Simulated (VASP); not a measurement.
Output of a VASP run:

File OSZICAR:
```
       N       E                     dE             d eps       ncg     rms          rms(c)
DAV:   1     0.217764645599E+03    0.21776E+03   -0.11714E+04 12960   0.162E+03
DAV:   2    -0.905741080804E+01   -0.22682E+03   -0.22568E+03 13304   0.467E+02
DAV:   3    -0.324955144830E+02   -0.23438E+02   -0.23289E+02 25736   0.131E+02
DAV:   4    -0.332597910425E+02   -0.76428E+00   -0.76435E+00 13192   0.236E+01
DAV:   5    -0.333000819814E+02   -0.40291E-01   -0.40292E-01 21872   0.414E+00    0.147E+01
DAV:   6    -0.257509632272E+02    0.75491E+01   -0.21968E+01 16328   0.594E+01    0.172E+00
DAV:   7    -0.247039061459E+02    0.10471E+01   -0.27862E+00 21344   0.161E+01    0.215E+00
DAV:   8    -0.249169139997E+02   -0.21301E+00   -0.28323E-01 16864   0.454E+00    0.185E+00
DAV:   9    -0.246063603399E+02    0.31055E+00   -0.50449E-01 15000   0.643E+00    0.128E+00
DAV:  10    -0.249307834255E+02   -0.32442E+00   -0.29721E-01 19056   0.470E+00    0.267E-01
DAV:  11    -0.249783669352E+02   -0.47584E-01   -0.10734E-01 15976   0.314E+00    0.431E-01
DAV:  12    -0.249709054834E+02    0.74615E-02   -0.11424E-02 17952   0.904E-01    0.294E-01
DAV:  13    -0.249669303311E+02    0.39752E-02   -0.17030E-03 15592   0.390E-01    0.117E-01
DAV:  14    -0.249657829943E+02    0.11473E-02   -0.97587E-03 17168   0.105E+00    0.173E-01
DAV:  15    -0.249646738656E+02    0.11091E-02   -0.17163E-03 16848   0.492E-01    0.299E-02
DAV:  16    -0.249649210699E+02   -0.24720E-03   -0.10529E-04 15992   0.100E-01    0.272E-02
DAV:  17    -0.249648832908E+02    0.37779E-04   -0.57884E-05 13608   0.788E-02    0.575E-03
DAV:  18    -0.249649228909E+02   -0.39600E-04   -0.89969E-06 19656   0.324E-02    0.621E-03
DAV:  19    -0.249649217474E+02    0.11434E-05   -0.38021E-06 15448   0.235E-02    0.486E-03
DAV:  20    -0.249649201871E+02    0.15603E-05   -0.90098E-07 16688   0.112E-02    0.236E-03
DAV:  21    -0.249649217217E+02   -0.15346E-05   -0.13885E-07  9752   0.383E-03    0.138E-03
DAV:  22    -0.249649275747E+02   -0.58530E-05   -0.84431E-08  7936   0.302E-03    0.234E-04
DAV:  23    -0.249649283722E+02   -0.79753E-06   -0.20644E-08  7464   0.160E-03    0.282E-04
DAV:  24    -0.249649288058E+02   -0.43353E-06   -0.70139E-09  7496   0.901E-04    0.144E-04
DAV:  25    -0.249649287763E+02    0.29422E-07   -0.34913E-09  7216   0.532E-04
   1 F= -.24964929E+02 E0= -.24964929E+02  d E =0.000000E+00
       N       E                     dE             ncg
```

### OUTCAR
```
------------------------ aborting loop because EDIFF is reached ----------------------------------------
  FORCE on cell =-STRESS in cart. coord.  units (eV):
  Direction    XX          YY          ZZ          XY          YZ          ZX
  --------------------------------------------------------------------------------------
  Total        0.0151552      0.0151552      0.0153305      0.0000000     -0.0000000      0.0000000
  in kB        0.7071745      0.7071745      0.7153553      0.0000000     -0.0000000      0.0000000
  external PRESSURE =       0.7099014 kB  Pullay stress =       0.0000000 kB
  volume of cell :       34.34
      direct lattice vectors                 reciprocal lattice vectors
    -2.473590696  2.473590696  1.402907359     0.000000000  0.202135301  0.356402721
     2.473590696 -2.473590696  1.402907359     0.202135301  0.000000000  0.356402721
     2.473590696  2.473590696 -1.402907359     0.202135301  0.202135301  0.000000000
 POSITION                                       TOTAL-FORCE (eV/Angst)
 -----------------------------------------------------------------------------------
      0.00000      2.47359      0.70145        -0.000000      0.000000     -0.000000
      0.00000      0.00000      0.00000         0.000000     -0.000000      0.000000
 -----------------------------------------------------------------------------------
    total drift:                               -0.000000      0.000000      0.000000
  FREE ENERGIE OF THE ION-ELECTRON SYSTEM (eV)
  ---------------------------------------------------
  free  energy   TOTEN  =       -24.9649287763 eV

  energy  without entropy=      -24.9649287763  energy(sigma->0) =      -24.96492878

 total charge

# of ion       s       p       d       tot
------------------------------------------
    1        2.237   6.109   1.981  10.328
    2        2.237   6.109   1.981  10.328
--------------------------------------------------
tot          4.474  12.218   3.963  20.656
```
(Selected blocks of OUTCAR.)

### POSCAR
```
Ti
1
   -2.4735906959     2.4735906959     1.4029073593
    2.4735906959    -2.4735906959     1.4029073593
    2.4735906959     2.4735906959    -1.4029073593
Ti
2
Direct
  0.7500000000   0.2500000000   0.5000000000
  0.0000000000   0.0000000000   0.0000000000
```

### Question
Write an INCAR and KPOINTS that could have produced this output.

### Answer
One answer among several that fit: the input of the run itself, r2SCAN meta-GGA, plane waves, VASP's PBE PAW potentials (set 64).

File KPOINTS_OPT:
```
k-points along high-symmetry lines
7
Line-mode
Reciprocal
  0.000000   0.000000   0.000000 ! GAMMA
  0.000000   0.000000   0.500000 ! X

  0.000000   0.000000   0.500000 ! X
 -0.500000   0.500000   0.500000 ! M

 -0.500000   0.500000   0.500000 ! M
  0.000000   0.000000   0.000000 ! GAMMA

  0.000000   0.000000   0.000000 ! GAMMA
  0.324423   0.324423  -0.324423 ! Z

 -0.324423   0.675577   0.324423 ! Z_0
 -0.500000   0.500000   0.500000 ! M

  0.000000   0.000000   0.500000 ! X
  0.250000   0.250000   0.250000 ! P

  0.250000   0.250000   0.250000 ! P
  0.000000   0.500000   0.000000 ! N

  0.000000   0.500000   0.000000 ! N
  0.000000   0.000000   0.000000 ! GAMMA
```

File KPOINTS:
```
Automatic mesh
0
Gamma
17 17 17
0 0 0
```

**INCAR**
```
ALGO=Normal
EDIFF=1E-7
ENCUT=400
ISIF=2
ISMEAR=-5
LASPH=.TRUE.
LCHARG=.FALSE.
LMAXMIX=4
LMIXTAU=.TRUE.
LORBIT=11
LREAL=.FALSE.
LWAVE=.FALSE.
METAGGA=R2SCAN
NEDOS=601
NELM=100
PREC=Accurate
SYSTEM=Ti
```

POTCAR, in this order: Ti_sv (PBE.64 set). Program: vasp_std.

For a metal the tetrahedron method with Blöchl corrections gives inexact stress and forces.

The structure was generated: Ti was put into the beta-Sn type (I4_1/amd), which need not be its known phase. It was relaxed first, which changed the volume by -7 %.
